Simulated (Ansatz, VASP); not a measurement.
# BiB: VASP beside Ansatz, part 2 of 2

Wanted: the spread between two codes on one cell, functional and k mesh. The cell is invented: As first built, before any earlier steps moved the atoms (in the runner's words): it takes the YAl structure with all of its atoms replaced by other elements, volume scaled by an estimate. It may not be a known or stable phase. The cell is taken from a series of VASP runs on this material, whose earlier steps may have relaxed, scaled or displaced it; both programs get it as it stands.

VASP 6.6.1 and Ansatz 0.2.0.

So far. Step 3 (VASP: single point, PBE): The run ends at a pressure of -0.04 GPa. Step 6 (VASP: band structure, PBE): The run ends at a pressure of -0.03 GPa.

## 8. VASP: band structure, PBE, spin-orbit coupling

Level of this step: PBE, spin-orbit coupling; plane waves and PAW (Bi_d, B); invented cell (VASP).

A single point gives forces, pressure and levels at one fixed geometry, so differences don't come from the geometry; what else differs is listed under the comparison.

INCAR

```
SYSTEM = BiB
PREC = Accurate
ENCUT = 420
EDIFF = 1E-06
NELM = 100
ISMEAR = -1
SIGMA = 0.05
LREAL = .FALSE.
ALGO = Normal
GGA = PE
LNONCOLLINEAR = .TRUE.
MAGMOM = 0 0 0 0 0 0
NBANDS = 30
GGA_COMPAT = .FALSE.
LASPH = .TRUE.
LSORBIT = .TRUE.
LORBIT = 11
LWAVE = .FALSE.
LCHARG = .FALSE.
```

POSCAR

```
BiB
1.0
    3.3604657922      0.0000000000      0.0000000000
    0.0000000000      3.3604657922      0.0000000000
    0.0000000000      0.0000000000      3.3604657922
Bi B
1 1
Direct
    0.5000000000      0.5000000000      0.5000000000
    0.0000000000      0.0000000000      0.0000000000
```

KPOINTS

```
Automatic mesh
0
Gamma
5 5 5
0 0 0
```

KPOINTS_OPT

```
Line mode
16
Line-mode
Reciprocal
  0.00000000   0.00000000   0.00000000 GAMMA
  0.00000000   0.50000000   0.00000000 X

  0.00000000   0.50000000   0.00000000 X
  0.50000000   0.50000000   0.00000000 M

  0.50000000   0.50000000   0.00000000 M
  0.00000000   0.00000000   0.00000000 GAMMA

  0.00000000   0.00000000   0.00000000 GAMMA
  0.50000000   0.50000000   0.50000000 R

  0.50000000   0.50000000   0.50000000 R
  0.00000000   0.50000000   0.00000000 X

  0.50000000   0.50000000   0.00000000 M
  0.50000000   0.50000000   0.50000000 R
```

PAW data sets: Bi_d and B (PBE family, release 64).

Started as:

```sh
> mpirun -np 1 vasp_ncl
```

Numbers of over 12 decimals in the logs are rounded to 6 here.

The program printed:

```text
[... set-up lines as in an earlier step ...]
 entering main loop
       N       E                     dE             d eps       ncg     rms          rms(c)
DAV:   1     0.171099890425E+03    0.17110E+03   -0.79684E+03   600   0.126E+03
DAV:   2     0.818297504869E+01   -0.16292E+03   -0.15667E+03   612   0.373E+02
DAV:   3    -0.754078033366E+01   -0.15724E+02   -0.15417E+02   738   0.124E+02
DAV:   4    -0.810909716233E+01   -0.56832E+00   -0.56574E+00   694   0.247E+01
[...]
DAV:  10    -0.795271513649E+01    0.11896E-03   -0.30279E-04   808   0.202E-01    0.149E-02
DAV:  11    -0.795271630885E+01   -0.11724E-05   -0.36683E-05   740   0.432E-02    0.560E-03
DAV:  12    -0.795271567326E+01    0.63559E-06   -0.12747E-06   578   0.907E-03
   1 F= -.79527157E+01 E0= -.79372891E+01  d E =-.308531E-01  mag=     0.0000    -0.0000    -0.0000
 Start KPOINTS_OPT (optional k-point list driver)
k-point batch [1-10\96]
       N       E                     dE             ncg
DAV:   1     0.581995712034E+03    0.28474E+02      606
DAV:   2    -0.106985615871E+04   -0.16519E+04      608
DAV:   3    -0.123493422673E+04   -0.16508E+03      736
DAV:   4    -0.124114708748E+04   -0.62129E+01      668
DAV:   5    -0.124141061281E+04   -0.26353E+00      822
DAV:   6    -0.124141646462E+04   -0.58518E-02      736
DAV:   7    -0.124141659295E+04   -0.12834E-03      858
DAV:   8    -0.124141659433E+04   -0.13763E-05      628
DAV:   9    -0.124141659438E+04   -0.52574E-07      408
[...]
k-point batch [91-96\96]
       N       E                     dE             ncg
DAV:   1     0.302964187102E+04   -0.40471E+04      360
DAV:   2     0.208964654948E+04   -0.94000E+03      396
DAV:   3     0.200654320698E+04   -0.83103E+02      426
DAV:   4     0.200375119948E+04   -0.27920E+01      438
DAV:   5     0.200369536113E+04   -0.55838E-01      522
DAV:   6     0.200369418850E+04   -0.11726E-02      512
DAV:   7     0.200369417132E+04   -0.17172E-04      522
DAV:   8     0.200369417090E+04   -0.42493E-06      368
```

From OUTCAR (step 8):

```text
  Total        0.3519332      0.3519332      0.3519332      0.0000000      0.0000000      0.0000000
  in kB       14.8584120     14.8584120     14.8584120      0.0000000      0.0000000      0.0000000
  external PRESSURE =      14.8584120 kB  Pullay stress =       0.0000000 kB

  FREE ENERGIE OF THE ION-ELECTRON SYSTEM (eV)
  ---------------------------------------------------
  free  energy   TOTEN  =        -7.9527156733 eV

  energy  without entropy=       -7.9218625398  energy(sigma->0) =       -7.93728911

 magnetization (x)
# of ion       s       p       d       tot
------------------------------------------
    1        0.000   0.000   0.000   0.000
    2        0.000  -0.000   0.000   0.000
--------------------------------------------------
tot          0.000   0.000   0.000   0.000

 magnetization (y)
# of ion       s       p       d       tot
------------------------------------------
    1        0.000   0.000   0.000   0.000
    2        0.000  -0.000   0.000   0.000
--------------------------------------------------
tot          0.000   0.000   0.000   0.000

 magnetization (z)
# of ion       s       p       d       tot
------------------------------------------
    1        0.000  -0.000  -0.000  -0.000
    2        0.000  -0.000   0.000   0.000
--------------------------------------------------
tot          0.000  -0.000  -0.000  -0.000

[... 2 parts as in an earlier step ...]

[... 2 further parts left out ...]
[key lines of the parts left out:]
E-fermi :   7.9313
```

The run ends at a pressure of 1.49 GPa.

## 9. Ansatz: band structure, PBE, spin-orbit coupling

The same cell, functional, mesh and smearing now go to Ansatz, which takes its cutoff from its data sets.

The cell is taken from a series of VASP runs on this material, whose earlier steps may have relaxed, scaled or displaced it; both programs get it as it stands.

input.yaml

```yaml
crystal:
  lattice:
    - [3.3604657922, 0.0, 0.0]
    - [0.0, 3.3604657922, 0.0]
    - [0.0, 0.0, 3.3604657922]
  atoms:
    - { symbol: Bi, position: [0.5, 0.5, 0.5] }
    - { symbol: B, position: [0.0, 0.0, 0.0] }
hamiltonian:
  xc: pbe
  pseudopotentials: { kind: paw_fr }
magnetization:
  noncollinear: true
  spin_orbit: true
kpoints:
  mp_grid: { grid: [5, 5, 5] }
  band_path:
    path:
      - [0.0, 0.0, 0.0]
      - [0.0, 0.1, 0.0]
      - [0.0, 0.2, 0.0]
      - [0.0, 0.3, 0.0]
      - [0.0, 0.43333, 0.0]
      - [0.0, 0.5, 0.0]
      - [0.1, 0.5, 0.0]
      - [0.2, 0.5, 0.0]
      - [0.33333, 0.5, 0.0]
      - [0.43333, 0.5, 0.0]
      - [0.5, 0.5, 0.0]
      - [0.36667, 0.36667, 0.0]
      - [0.26667, 0.26667, 0.0]
      - [0.16667, 0.16667, 0.0]
      - [0.06667, 0.06667, 0.0]
      - [0.03333, 0.03333, 0.03333]
      - [0.13333, 0.13333, 0.13333]
      - [0.23333, 0.23333, 0.23333]
      - [0.33333, 0.33333, 0.33333]
      - [0.46667, 0.46667, 0.46667]
      - [0.46667, 0.5, 0.46667]
      - [0.36667, 0.5, 0.36667]
      - [0.23333, 0.5, 0.23333]
      - [0.13333, 0.5, 0.13333]
      - [0.03333, 0.5, 0.03333]
      - [0.5, 0.5, 0.03333]
      - [0.5, 0.5, 0.16667]
      - [0.5, 0.5, 0.26667]
      - [0.5, 0.5, 0.36667]
      - [0.5, 0.5, 0.5]
    npoints: 1
scf:
  occupations: { method: fermi_dirac, width: 0.05 }
  n_extra_bands: 14
output:
  forces: true
  stress: true
  eigenvalues: true
```

Started as:

```sh
> ansatz run input.yaml --threads 2 --pin off --max-ram 4608MiB --backend cpu --events-out ev --progress --plain --runs-dir out
```

The program printed:

```text
[...]
non-collinear run that drives no moment, with spin-orbit: no starting moment large enough to seed its density (crystal.atoms[].spin), no starting occupations that ask for one, no magnetisation constraint and no magnetic field, so the semilocal B_xc is pinned to zero
Crystal: 2 atoms, lattice volume = 37.949 Å³
[...]
k-point 1: bands = [... 14 lower, 10.7857, 10.7857, 11.7860, 11.7860, 11.8014, 11.8014, 16.5156, 16.5156, ... 10 higher]
  k-point 2: bands = [... 14 lower, 12.2022, 12.2022, 13.0106, 13.0106, 13.1847, 13.1847, 14.3397, 14.3397, ... 10 higher]
  k-point 9: bands = [... 14 lower, 8.0717, 8.0717, 9.2862, 9.2862, 9.4719, 9.4719, 11.4977, 11.4977, ... 10 higher]
[key lines of the parts left out:]
SCF converged after 6 iterations
Magnetization: |M| = 0.0000 μB,  M = (+0.0000, +0.0000, +0.0000) μB
Free energy (F): -12590.851854 eV
Fermi energy:    11.642478 eV
P = ⅓ Tr σ = 1.5621 GPa (15.621 kbar)
```

Elapsed: 7 s, on 2 threads of Arm Neoverse N1, shared host; peak memory 0.37 GiB.

## 10. Side by side

What differs besides the data sets and the points named for the pairs above, as far as they apply: spin-orbit coupling enters by fully relativistic files in Ansatz and inside the spheres in VASP. Total energies have different zeros and are not compared.

The two programs side by side:

```tsv
quantity	Ansatz	VASP	difference
pressure (GPa)	1.56	1.49	+0.08
pressure without Ansatz's Pulay correction (GPa)	1.49	1.49	0.00
```

Levels from 3 eV below to 2 eV above the Fermi level differ by 42 meV r.m.s. and 165 meV at most; each VASP level is matched to the nearest of Ansatz, which flatters the figure a little. Ansatz's pressure holds a Pulay correction of 0.08 GPa; VASP's holds none.

## 11. Results

| Property | Result |
| --- | --- |
| difference in pressure (single point, PBE) | 0.016 GPa |
| r.m.s. difference of levels near the Fermi level (band structure, PBE) | 2.4 meV |
| r.m.s. difference of levels near the Fermi level (band structure, PBE, spin-orbit coupling) | 42 meV |

In words: The r.m.s. difference of levels near the Fermi level is 42 meV (band structure, PBE, spin-orbit coupling), within the 80 meV picked in this series as the mark of a large difference. How closely two codes agree says nothing of how well the functional describes the real material.

[Lines on the potential files, build, host, timing and source positions are cut from VASP's logs without a mark.]

[Logs are printed without paths, hosts, clocks, repeated set-up lines and the standing remarks that a program may print on its own settings, such as how far it seeks lower states.]

[Hosts, paths, dates, database ids (printed as entryN), source tags and the programs' standing remarks are cut or masked in the printed files.]
